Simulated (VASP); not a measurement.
VASP ran on this input.

**INCAR**
```
LMAXMIX = 4   # l cut-off of mixed one-centre charges
LREAL = .False.   # projection in real space or not
ALGO = Normal
LWAVE = .False.
SIGMA = 0.1
PSTRESS = 450
ENCUT = 500
NELM = 100
ISIF = 3
EDIFFG = -0.02   # ionic stop
NSW = 40
LCHARG = .False.
LASPH = .True.   # aspherical one-centre terms
ISMEAR = 1
IBRION = 2
EDIFF = 1E-6
SYSTEM = Y
GGA = PS   # PBEsol
PREC = Accurate
```

### KPOINTS
```
Automatic mesh
0
Gamma
  14 14 8
0 0 0
```

POSCAR:
```
Y
1
    1.4868546148    -2.5753151588     0.0000000000
    1.4868546148     2.5753151588    -0.0000000000
   -0.0000000000     0.0000000000     4.8831731578
Y
2
Direct
  0.3333330000   0.6666670000   0.2500000000
  0.6666670000   0.3333330000   0.7500000000
```

POTCAR, in this order: Y_sv (PBE.64 set). Program: vasp_std.

Translate this PBEsol calculation to Ansatz.

One equivalent input (not run):
Ansatz 0.2 input:
```yaml
crystal:
  lattice:
    - [1.4868546, -2.5753152, 0.0000000]
    - [1.4868546, 2.5753152, 0.0000000]
    - [0.0000000, 0.0000000, 4.8831732]
  atoms:
    - { symbol: Y, position: [0.3333330, 0.6666670, 0.2500000] }
    - { symbol: Y, position: [0.6666670, 0.3333330, 0.7500000] }
kpoints:
  mp_grid: { grid: [14, 14, 8] }
hamiltonian:
  xc: pbesol
  pseudopotentials: { kind: paw }
scf:
  occupations: { method: methfessel_paxton, width: 0.1 }
  max_iter: 100
relax:
  max_steps: 40
  f_tol: 0.02
  cell: { p_target: 45 }
output: { forces: true, stress: true, eigenvalues: true }
```
Limits of the translation: each code has its own PAW files, so the cut-off isn't converted (ENCUT is set for VASP's; basis.ecutwfc is left out, and Ansatz then takes the one that its files recommend); Ansatz stops its SCF on the density residual and VASP on the energy change (EDIFF).

The compound is Y in the hcp structure. This run relaxes it under an external pressure of 45 GPa. Symmetry was kept, so distortions that lower it aren't found.
